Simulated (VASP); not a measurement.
Output of a VASP run:

File OSZICAR:
```
       N       E                     dE             d eps       ncg     rms          rms(c)
DAV:   1     0.119484609581E+03    0.11948E+03   -0.99842E+03  7660   0.180E+03
DAV:   2    -0.805224933403E+00   -0.12029E+03   -0.11488E+03  7504   0.304E+02
DAV:   3    -0.541963217889E+01   -0.46144E+01   -0.45603E+01  9149   0.750E+01
DAV:   4    -0.546515042487E+01   -0.45518E-01   -0.45513E-01  8437   0.615E+00
DAV:   5    -0.546641806800E+01   -0.12676E-02   -0.12676E-02 10607   0.114E+00    0.827E+00
DAV:   6    -0.476637821086E+01    0.70004E+00   -0.29228E+00  9998   0.378E+01    0.611E+00
DAV:   7    -0.474928417930E+01    0.17094E-01   -0.26151E-01  9343   0.229E+01    0.310E+00
DAV:   8    -0.474182143259E+01    0.74627E-02   -0.10048E-01  8822   0.167E+01    0.162E+00
DAV:   9    -0.473600262417E+01    0.58188E-02   -0.22206E-02  9234   0.774E+00    0.382E-02
DAV:  10    -0.473616734388E+01   -0.16472E-03   -0.15722E-03  8310   0.392E-01    0.273E-02
DAV:  11    -0.473617384555E+01   -0.65017E-05   -0.40281E-05 11475   0.186E-01    0.110E-02
DAV:  12    -0.473617400460E+01   -0.15905E-06   -0.30864E-06  7316   0.455E-02
   1 F= -.47361740E+01 E0= -.47361064E+01  d E =-.202919E-03
```

OUTCAR:
```
------------------------ aborting loop because EDIFF is reached ----------------------------------------
  FORCE on cell =-STRESS in cart. coord.  units (eV):
  Direction    XX          YY          ZZ          XY          YZ          ZX
  --------------------------------------------------------------------------------------
  Total        0.4623027      0.4214948      0.2254670      0.0000000      0.0000000      0.0000000
  in kB       25.4081850     23.1653801     12.3916771      0.0000000      0.0000000      0.0000000
  external PRESSURE =      20.3217474 kB  Pullay stress =       0.0000000 kB
  volume of cell :       29.15
      direct lattice vectors                 reciprocal lattice vectors
     2.821635000  0.000000000  0.000000000     0.354404450  0.000000000  0.000000000
     0.000000000  2.812903000  0.000000000     0.000000000  0.355504616  0.000000000
     0.000000000  0.000000000  3.672889000     0.000000000  0.000000000  0.272265239
 POSITION                                       TOTAL-FORCE (eV/Angst)
 -----------------------------------------------------------------------------------
      0.00000      0.00000      0.00000         0.152838      0.000000      0.000000
      1.46069      1.40645      1.83644        -0.152838      0.000000      0.000000
 -----------------------------------------------------------------------------------
    total drift:                               -0.000368      0.000000      0.000001
  FREE ENERGIE OF THE ION-ELECTRON SYSTEM (eV)
  ---------------------------------------------------
  free  energy   TOTEN  =        -4.7361740046 eV

  energy  without entropy=       -4.7359710857  energy(sigma->0) =       -4.73610636

 total charge

# of ion       s       p       d       tot
------------------------------------------
    1        0.352   0.278   9.496  10.126
    2        0.613   0.390   8.700   9.703
--------------------------------------------------
tot          0.965   0.668  18.196  19.829
```
(Selected blocks of OUTCAR.)

POSCAR:
```
CuAu
1
    2.8216350000     0.0000000000     0.0000000000
    0.0000000000     2.8129030000     0.0000000000
    0.0000000000     0.0000000000     3.6728890000
Cu Au
1 1
Direct
  0.0000000000   0.0000000000   0.0000000000
  0.5176750000   0.5000000000   0.5000000000
```

**Question.** Reconstruct the remaining input files.

**Answer.** One answer among several that fit: the input of the run itself, PBE GGA + U (Dudarev), plane waves, VASP's PBE PAW potentials (set 64).

### INCAR
```
! general
SYSTEM    = CuAu
PREC      = Accurate
ENCUT     = 400
LREAL     = .False.   ! projection in real space or not
LASPH     = .True.   ! aspherical one-centre terms

! electronic loop
EDIFF     = 1E-6
NELM      = 100
ALGO      = Normal   ! blocked Davidson
LMAXMIX   = 6   ! l cut-off of mixed one-centre charges

! smearing
ISMEAR    = 1   ! Methfessel-Paxton
SIGMA     = 0.1

! functional
GGA       = PE   ! PBE

! DFT+U
LDAU      = .True.
LDAUTYPE  = 2
LDAUL     = 2 -1
LDAUU     = 8.0 0
LDAUJ     = 0 0
LDAUPRINT = 1

! ions
ISIF      = 2

! output
LWAVE     = .False.
LCHARG    = .False.
LORBIT    = 10
```

File KPOINTS:
```
Automatic mesh
0
Gamma
12 12 9
0 0 0
```

POTCAR, in this order: Cu Au (PBE.64 set). Program: vasp_std.

The compound is CuAu in the L1_0 structure. The cell was not relaxed at this level, atoms are displaced from their ideal sites. The run is one of a series of settings (LDAU = .TRUE., LDAUJ = 0 0, LDAUL = 2 -1, LDAUTYPE = 2, LDAUU = 8.0 0 against the base run), some of them coarse on purpose.
